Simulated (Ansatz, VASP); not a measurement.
**SnSe2 in two plane-wave programs**

One calculation is typed for both programs; each brings its own data sets. How far apart do they land? The cell is taken from a series of runs on this material, whose earlier steps may have relaxed, scaled, displaced or heated it; both programs get it as it stands.

Calculated with Ansatz 0.2.0; plane waves, with VASP 6.6.1 beside it; G0W0 gap at PBE.

### Step 1. Set-up

The cell holds 6 atoms: 2 Sn and 4 Se. Its edges and angles: a = 3.823 Å, b = 3.823 Å, c = 43.300 Å, α = 90.0°, β = 90.0°, γ = 120.0°. Vacuum lies along c.

Coordinates:

```
Sn Se
1.0
     3.82313    0.00000    0.00000
    -1.91156    3.31093    0.00000
     0.00000    0.00000   43.30000
Sn Se
2 4
Direct
  0.00000 0.00000 0.42076
  0.66667 0.33333 0.57924
  0.33333 0.66667 0.45774
  0.66667 0.33333 0.38379
  0.00000 0.00000 0.61621
  0.33333 0.66667 0.54226
```

### Step 2. VASP: G0W0 gap, PBE

Quasiparticle shifts depend on high empty states and on the cores, so they are the hardest test of two PAW sets.

Lines of VASP's logs that name or quote its potential files are left out, and so is its time.

The run reads the wave functions of an earlier VASP run, which isn't shown here.

File INCAR:

```
SYSTEM = SnSe2
PREC = Accurate
ENCUT = 300
ISMEAR = 0
SIGMA = 0.01
LREAL = .FALSE.
GGA = PE
NBANDS = 352
ALGO = EVGW0
NELMGW = 1
ENCUTGW = 41
NOMEGA = 64
PRECFOCK = Fast
NBANDSGW = 34
LWAVE = .FALSE.
LCHARG = .FALSE.
```

File POSCAR:

```
SnSe2
1.0
    3.8231287535      0.0000000000      0.0000000000
   -1.9115643767      3.3109266225      0.0000000000
    0.0000000000      0.0000000000     43.3000000000
Sn Se
2 4
Direct
    0.0000000000      0.0000000000      0.4207572842
    0.6666666667      0.3333333333      0.5792427158
    0.3333333333      0.6666666667      0.4577396926
    0.6666666667      0.3333333333      0.3837907640
    0.0000000000      0.0000000000      0.6162092360
    0.3333333333      0.6666666667      0.5422603074
```

File KPOINTS:

```
Automatic mesh
0
Gamma
6 6 1
0 0 0
```

Potentials, in the order of the species: Sn_d_GW and Se_GW (PBE family, release 64).

Run with:

```bash
$ export OMP_NUM_THREADS=3
$ mpirun -np 1 vasp_std
```

Numbers of over 12 decimals in the logs are rounded to 6 here.

The program printed:

```text
[banner, memory and clock lines left out]
running    1 mpi-ranks, on    1 nodes
 distrk:  each k-point on    1 cores,    1 groups
 distr:  one band on    1 cores,    1 groups
 Offloading initialized ...    1 GPUs detected
 POSCAR found type information on POSCAR SnSe
 POSCAR found :  2 types and       6 ions
|                                                                             |
|           W    W    AA    RRRRR   N    N  II  N    N   GGGG   !!!           |
|           W    W   A  A   R    R  NN   N  II  NN   N  G    G  !!!           |
|           W    W  A    A  R    R  N N  N  II  N N  N  G       !!!           |
|           W WW W  AAAAAA  RRRRR   N  N N  II  N  N N  G  GGG   !            |
|           WW  WW  A    A  R   R   N   NN  II  N   NN  G    G                |
|           W    W  A    A  R    R  N    N  II  N    N   GGGG   !!!           |
|                                                                             |
|     The default for ENCUTGWSOFT is different in this version of VASP.       |
|     please manually set ENCUTGWSOFT =41 in the INCAR file.                  |
|                                                                             |

 LDA part: xc-table for (Slater+PW92), standard interpolation
 found WAVECAR, reading the header
 POSCAR, INCAR and KPOINTS ok, starting setup
 FFT: planning ... GRIDC
 FFT: planning ... GRID_SOFT
 FFT: planning ... GRID
 reading WAVECAR
 the WAVECAR file was read successfully
 initial charge from wavefunction
 available memory per node:   1657.67 GB, setting MAXMEM to   1697449

 The Fermi energy was updated, please check that it is located mid-gap
 values below the HOMO (VB) or above the LUMO (CB) will cause erroneous energies
 E-fermi :  -2.9930

 calculate exact exchange contribution
 the WAVEDER file was read successfully
energies w=
    0.000    0.000    0.311    0.000    0.621    0.000    0.930    0.000
    1.236    0.000    1.541    0.000    1.842    0.000    2.139    0.000
    2.433    0.000    2.724    0.000    3.010    0.000    3.292    0.000
    3.570    0.000    3.845    0.000    4.116    0.000    4.384    0.000
    4.649    0.000    4.912    0.000    5.173    0.000    5.432    0.000
    5.690    0.000    5.948    0.000    6.206    0.000    6.464    0.000
    6.724    0.000    6.985    0.000    7.249    0.000    7.517    0.000
    7.789    0.000    8.066    0.000    8.348    0.000    8.638    0.000
    8.936    0.000    9.243    0.000    9.561    0.000    9.891    0.000
   10.235    0.000   10.595    0.000   10.972    0.000   11.371    0.000
   11.793    0.000   12.242    0.000   12.722    0.000   13.237    0.000
   13.793    0.000   14.397    0.000   15.056    0.000   15.780    0.000
   16.582    0.000   17.475    0.000   18.478    0.000   19.615    0.000
   20.916    0.000   22.420    0.000   24.183    0.000   26.277    0.000
   28.805    0.000   31.920    0.000   35.850    0.000   40.960    0.000
   47.867    0.000   57.708    0.000   72.826    0.000   98.958    0.000
 responsefunction array rank=     354
 LDA part: xc-table for (Slater+PW92), standard interpolation

 min. memory requirement per mpi rank   2004.0 MB, per node   2004.0 MB

 allocating  64 responsefunctions rank=   354
 shmem allocating  64 responsefunctions rank=   354
 response function shared by NCSHMEM nodes    1
 Doing            64  frequencies on each core in blocks of            64
NQ=   1    0.0000    0.0000    0.0000,
|.........|.........|.........|.........|.........|.........|.........|.........
 performed        777000 updates of chi_q(r,r)
 total number of BLAS operations        443.60 Gflops
NQ=   2    0.1667    0.0000    0.0000,
|.........|.........|.........|.........|.........|.........|.........|.........
 performed       2033000 updates of chi_q(r,r)
 total number of BLAS operations       1342.29 Gflops
NQ=   3    0.3333    0.0000    0.0000,
|.........|.........|.........|.........|.........|.........|.........|.........
 performed       3289000 updates of chi_q(r,r)
 total number of BLAS operations       2371.65 Gflops
NQ=   4    0.5000    0.0000    0.0000,
|.........|.........|.........|.........|.........|.........|.........|.........
 performed       4330000 updates of chi_q(r,r)
 total number of BLAS operations       3256.82 Gflops
NQ=   5    0.1667    0.1667    0.0000,
|.........|.........|.........|.........|.........|.........|.........|.........
 performed       5658000 updates of chi_q(r,r)
 total number of BLAS operations       4358.65 Gflops
NQ=   6    0.3333    0.1667    0.0000,
|.........|.........|.........|.........|.........|.........|.........|.........
 performed       7129000 updates of chi_q(r,r)
 total number of BLAS operations       5735.99 Gflops
NQ=   7    0.3333    0.3333    0.0000,
|.........|.........|.........|.........|.........|.........|.........|.........
 performed       8026000 updates of chi_q(r,r)
 total number of BLAS operations       6635.76 Gflops
 resolving degeneracies of screened two electron integrals

 calculate QP shifts <psi_nk| G(iteration)W_0 |psi_nk>: iteration 1
 entering main loop
```

OUTCAR, selected parts (step 2):

```text
ion  position               nearest neighbor table
   1  0.000  0.000  0.421-   4 2.73   4 2.73   4 2.73   3 2.73   3 2.73   3 2.73
   2  0.667  0.333  0.579-   5 2.73   5 2.73   5 2.73   6 2.73   6 2.73   6 2.73
   3  0.333  0.667  0.458-   1 2.73   1 2.73   1 2.73
   4  0.667  0.333  0.384-   1 2.73   1 2.73   1 2.73
   5  0.000  0.000  0.616-   2 2.73   2 2.73   2 2.73
   6  0.333  0.667  0.542-   2 2.73   2 2.73   2 2.73

  LATTYP: Found a hexagonal cell.
 ALAT       =     3.8231287535
 C/A-ratio  =    11.3258021876

 Subroutine GETGRP returns: Found 12 space group operations
 (whereof  6 operations were pure point group operations)

The static configuration has the point symmetry C_3v.
 The point group associated with its full space group is D_3d.

 Found      7 irreducible k-points:

   k-points           NKPTS =      7   k-points in BZ     NKDIM =     36   number of bands    NBANDS=    352

   dimension x,y,z NGX =    24 NGY =   24 NGZ =  250
   dimension x,y,z NGXF=    48 NGYF=   48 NGZF=  500

   ENCUT  =  300.0 eV  22.05 Ry    4.70 a.u.   5.40  5.40 61.15*2*pi/ulx,y,z

   NELECT =      52.0000    total number of electrons

  energy-cutoff  :      300.00
  volume of cell :      548.10
      direct lattice vectors                 reciprocal lattice vectors
     3.823128753  0.000000000  0.000000000     0.261565870  0.151015126 -0.000000000
    -1.911564377  3.310926622  0.000000000     0.000000000  0.302030251  0.000000000
     0.000000000  0.000000000 43.300000000     0.000000000 -0.000000000  0.023094688

 k-points in reciprocal lattice and weights: Automatic mesh
   0.00000000  0.00000000  0.00000000       0.028
   0.16666667  0.00000000  0.00000000       0.167
   0.33333333  0.00000000  0.00000000       0.167
   0.50000000  0.00000000  0.00000000       0.083
   0.16666667  0.16666667  0.00000000       0.167
   0.33333333  0.16666667  0.00000000       0.333
   0.33333333  0.33333333  0.00000000       0.056

 E-fermi :  -2.9930

 QP shifts <psi_nk| G(iteration)W_0 |psi_nk>: iteration 1
 for sc-GW calculations column KS-energies equals QP-energies in previous step
 and V_xc(KS)=  KS-energies - (<T + V_ion + V_H > + <T+V_H+V_ion>^1  + <V_x>^1)
 k-point   1 :       0.0000    0.0000    0.0000
  band No.  KS-energies  QP-energies   sigma(KS)   V_xc(KS)     V^pw_x(r,r')   Z            occupation Imag(sigma)
    ...
     23      -3.4592      -3.6061     -12.4155     -12.2196     -14.2234       0.7498       2.0000       0.0633
     24      -3.4592      -3.6061     -12.4155     -12.2196     -14.2234       0.7498       2.0000       0.0633
     25      -3.4096      -3.5497     -12.4490     -12.2629     -14.2399       0.7528       2.0000       0.0612
     26      -3.4096      -3.5497     -12.4490     -12.2629     -14.2399       0.7528       2.0000       0.0612
     27      -1.9836      -1.1905      -9.9493     -10.9530      -7.7774       0.7901       0.0000      -0.0348
     28      -1.4326      -0.5504     -10.3406     -11.4683      -8.0134       0.7822       0.0000      -0.0482
     29      -0.2883       0.4377      -8.9956      -9.9045      -5.8053       0.7987       0.0000      -0.0603
     30      -0.2092       0.5332      -9.0771     -10.0088      -5.8554       0.7967       0.0000      -0.0617
    ...

 k-point   2 :       0.1667    0.0000    0.0000
  band No.  KS-energies  QP-energies   sigma(KS)   V_xc(KS)     V^pw_x(r,r')   Z            occupation Imag(sigma)
    ...
     23      -4.4664      -4.6751     -12.1465     -11.8660     -14.2826       0.7439       2.0000       0.0967
     24      -3.9906      -4.2495     -11.9572     -11.6085     -14.0937       0.7424       2.0000       0.0806
     25      -3.4083      -3.5612     -12.4088     -12.2057     -14.2370       0.7529       2.0000       0.0619
     26      -3.3473      -3.4910     -12.4563     -12.2660     -14.2672       0.7549       2.0000       0.0600
     27      -1.2306      -0.2994     -10.6323     -11.8441      -8.3037       0.7685       0.0000      -0.0555
     28      -1.0065      -0.0554     -10.6770     -11.9178      -8.2029       0.7665       0.0000      -0.0658
     29       0.4014       1.1228      -8.7518      -9.6567      -5.5429       0.7972       0.0000      -0.0783
     30       0.6630       1.4588      -9.0741     -10.0784      -5.8192       0.7924       0.0000      -0.0889
    ...

 k-point   3 :       0.3333    0.0000    0.0000
  band No.  KS-energies  QP-energies   sigma(KS)   V_xc(KS)     V^pw_x(r,r')   Z            occupation Imag(sigma)
    ...
     23      -4.3967      -4.7115     -11.7717     -11.3402     -14.0617       0.7297       2.0000       0.1036
     24      -3.8483      -4.0925     -12.0806     -11.7521     -14.1587       0.7434       2.0000       0.0754
     25      -3.6272      -3.8196     -12.2993     -12.0420     -14.2062       0.7479       2.0000       0.0691
     26      -3.5560      -3.7374     -12.3594     -12.1172     -14.2439       0.7492       2.0000       0.0665
     27      -2.1449      -1.3559      -9.9776     -10.9944      -7.6786       0.7759       0.0000      -0.0400
     28      -2.0263      -1.2114     -10.0712     -11.1245      -7.7254       0.7737       0.0000      -0.0431
     29       0.6391       1.3580      -8.8338      -9.7398      -5.5875       0.7935       0.0000      -0.0834
     30       1.0050       1.7849      -9.0780     -10.0686      -5.7438       0.7874       0.0000      -0.0986
    ...

 k-point   4 :       0.5000    0.0000    0.0000
  band No.  KS-energies  QP-energies   sigma(KS)   V_xc(KS)     V^pw_x(r,r')   Z            occupation Imag(sigma)
    ...
     23      -4.3221      -4.6284     -11.8524     -11.4337     -14.0948       0.7315       2.0000       0.0989
     24      -3.9262      -4.1719     -11.8762     -11.5460     -13.8162       0.7441       2.0000       0.0749
     25      -3.7530      -3.9622     -12.2532     -11.9718     -14.2049       0.7435       2.0000       0.0739
     26      -3.6782      -3.8765     -12.3174     -12.0517     -14.2447       0.7463       2.0000       0.0707
     27      -2.6387      -1.9267      -9.9676     -10.8845      -7.9395       0.7764       0.0000      -0.0301
     28      -2.5587      -1.7954      -9.9520     -10.9370      -7.7678       0.7749       0.0000      -0.0342
     29       0.5582       1.2510      -8.8152      -9.6881      -5.5534       0.7937       0.0000      -0.0805
     30       0.8600       1.5989      -8.9971      -9.9318      -5.6620       0.7906       0.0000      -0.0940
    ...

[... 3 further parts left out ...]
```

(Continued in part 2 of 2.)

[Lines on the potential files, build, host, timing and source positions are cut from VASP's logs without a mark.]

[Logs are printed without paths, hosts, clocks, repeated set-up lines and the standing remarks that a program may print on its own settings, such as how far it seeks lower states.]

[Hosts, paths, dates, database ids (printed as entryN), source tags and the programs' standing remarks are cut or masked in the printed files.]
